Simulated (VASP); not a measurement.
All values below come from PBEsol GGA, VASP's PBE PAW potentials (set 64) (plane waves; VASP).

VASP ran on this input.

### INCAR
```
SYSTEM  =  PbO
PREC  =  Accurate; ENCUT  =  400; LREAL  =  .FALSE.
LASPH  =  .TRUE.
EDIFF  =  1E-6; NELM  =  100; ALGO  =  Normal
LMAXMIX  =  4
ISMEAR  =  -1; SIGMA  =  0.01
GGA  =  PS
ISIF  =  2
LWAVE  =  .FALSE.; LCHARG  =  .FALSE.
```

KPOINTS:
```
K-points
0
G
3 3 3
0 0 0
```

File POSCAR:
```
PbO
11.910240
  0.4862026290   0.0000000000   0.0000000000
  0.0000000000   0.5000000000   0.0000000000
  0.0000000000   0.0000000000   0.4577321700
Pb O
4 4
Cart
  0.2369766200   0.1337170000   0.3465352939
  0.2524524497   0.3586770000   0.1180102194
  0.0089573110   0.1368335000   0.1114527483
  0.4713000322   0.3649305000   0.3388316615
  0.0559468503   0.1878180000   0.4015698059
  0.4322696300   0.3082315000   0.1634053496
  0.1878176446   0.1977385000   0.1698685279
  0.2990899782   0.3120535000   0.4001055207
```

POTCAR, in this order: Pb_d O (PBE.64 set). Program: vasp_std.

The resulting files:

OSZICAR:
```
       N       E                     dE             d eps       ncg     rms          rms(c)
DAV:   1     0.982044876708E+03    0.98204E+03   -0.33258E+04  1344   0.158E+03
DAV:   2     0.112629047546E+03   -0.86942E+03   -0.83409E+03  1400   0.482E+02
DAV:   3    -0.444672372036E+02   -0.15710E+03   -0.15238E+03  1880   0.232E+02
DAV:   4    -0.534762987736E+02   -0.90091E+01   -0.89606E+01  1712   0.600E+01
DAV:   5    -0.537635633801E+02   -0.28726E+00   -0.28693E+00  1576   0.967E+00    0.161E+01
DAV:   6    -0.455301163001E+02    0.82334E+01   -0.47051E+01  2144   0.436E+01    0.785E+00
DAV:   7    -0.452077313248E+02    0.32238E+00   -0.58284E+00  1752   0.135E+01    0.395E+00
DAV:   8    -0.451605901904E+02    0.47141E-01   -0.20097E+00  2032   0.806E+00    0.182E+00
DAV:   9    -0.450784514351E+02    0.82139E-01   -0.31115E-01  1904   0.472E+00    0.375E-01
DAV:  10    -0.450834349129E+02   -0.49835E-02   -0.48109E-02  1688   0.115E+00    0.169E-01
DAV:  11    -0.450848931895E+02   -0.14583E-02   -0.32926E-03  2120   0.401E-01    0.669E-02
DAV:  12    -0.450848419586E+02    0.51231E-04   -0.50349E-04  2080   0.227E-01    0.353E-02
DAV:  13    -0.450848565167E+02   -0.14558E-04   -0.13048E-04  1824   0.732E-02    0.330E-02
DAV:  14    -0.450848458600E+02    0.10657E-04   -0.38778E-05  1864   0.620E-02    0.137E-02
DAV:  15    -0.450848451329E+02    0.72708E-06   -0.22930E-05  1960   0.275E-02    0.345E-03
DAV:  16    -0.450848448195E+02    0.31341E-06   -0.19745E-06  1104   0.190E-02
   1 F= -.45084845E+02 E0= -.45084845E+02  d E =-.105837E-10
```

**OUTCAR**
```
------------------------ aborting loop because EDIFF is reached ----------------------------------------
  FORCE on cell =-STRESS in cart. coord.  units (eV):
  Direction    XX          YY          ZZ          XY          YZ          ZX
  --------------------------------------------------------------------------------------
  Total       -8.3805260     -7.3194875     -6.5684591      0.7714117     -0.0956971     -0.1568958
  in kB      -71.4202851    -62.3779323    -55.9775386      6.5741036     -0.8155475     -1.3370929
  external PRESSURE =     -63.2585853 kB  Pullay stress =       0.0000000 kB
  volume of cell :      188.00
      direct lattice vectors                 reciprocal lattice vectors
     5.790790000  0.000000000  0.000000000     0.172688010  0.000000000  0.000000000
     0.000000000  5.955120000  0.000000000     0.000000000  0.167922729  0.000000000
     0.000000000  0.000000000  5.451700000     0.000000000  0.000000000  0.183429022
 POSITION                                       TOTAL-FORCE (eV/Angst)
 -----------------------------------------------------------------------------------
      2.82245      1.59260      4.12732        -0.777590      1.349991     -0.241526
      3.00677      4.27193      1.40553         0.441914      0.238938     -0.112972
      0.10668      1.62972      1.32743         0.480948      0.568992      0.538968
      5.61330      4.34641      4.03557        -0.002789     -0.977573      0.239745
      0.66634      2.23696      4.78279         0.375286      0.372305     -0.697480
      5.14844      3.67111      1.94620        -0.223561     -0.053672      0.234971
      2.23695      2.35511      2.02317        -0.323110     -0.943639      0.430560
      3.56223      3.71663      4.76535         0.028903     -0.555341     -0.392266
 -----------------------------------------------------------------------------------
    total drift:                                0.000754     -0.001507     -0.001354
  FREE ENERGIE OF THE ION-ELECTRON SYSTEM (eV)
  ---------------------------------------------------
  free  energy   TOTEN  =       -45.0848448195 eV

  energy  without entropy=      -45.0848448194  energy(sigma->0) =      -45.08484482
```
(Selected blocks of OUTCAR.)

File OUTCAR:
```
 val. band max:        2.9591531052   @ k =   0.0000   0.0000   0.0000

 cond. band min:       5.1711096821   @ k =   0.3333  -0.3333  -0.3333


 Fermi energy:         3.1707754847

 k-point     1 :       0.0000    0.0000    0.0000
  band No.  band energies     occupation
      1     -14.3695      2.00000
      2     -14.3533      2.00000
      3     -14.2814      2.00000
      4     -14.2136      2.00000
      5     -12.7156      2.00000
      6     -12.6908      2.00000
      7     -12.6538      2.00000
      8     -12.6412      2.00000
      9     -12.6232      2.00000
     10     -12.5437      2.00000
     11     -12.5205      2.00000
     12     -12.5054      2.00000
     13     -12.4743      2.00000
     14     -12.4498      2.00000
     15     -12.4116      2.00000
     16     -12.3856      2.00000
     17     -12.3659      2.00000
     18     -12.3170      2.00000
     19     -12.2686      2.00000
     20     -12.2504      2.00000
     21     -12.2090      2.00000
     22     -11.4058      2.00000
     23     -11.2414      2.00000
     24     -11.2201      2.00000
     25      -4.0831      2.00000
     26      -4.0485      2.00000
     27      -3.9145      2.00000
     28      -3.0224      2.00000
     29      -0.5199      2.00000
     30      -0.4148      2.00000
     31       0.1107      2.00000
     32       0.4051      2.00000
     33       1.0622      2.00000
     34       1.1531      2.00000
     35       1.2374      2.00000
     36       1.5547      2.00000
     37       1.7630      2.00000
     38       2.0508      2.00000
     39       2.4875      2.00000
     40       2.9592      2.00000
     41       5.6967      0.00000
     42       5.9409      0.00000
     43       6.1821      0.00000
     44       7.3522      0.00000
     45       8.0593      0.00000
     46       8.5848      0.00000
     47       8.8440      0.00000
     48       8.9250      0.00000

 k-point     2 :       0.3333    0.0000    0.0000
  band No.  band energies     occupation
...
```

At this cut-off the stress carries a Pulay error, which pulls relaxed volumes low. Unless said otherwise, spin-orbit coupling is left out, though it shifts the bands of the heavy elements here.

The structure comes from a computed database's PbO entry; how it stands against other phases isn't given here. The cell was not relaxed at this level, atoms are displaced from their ideal sites.
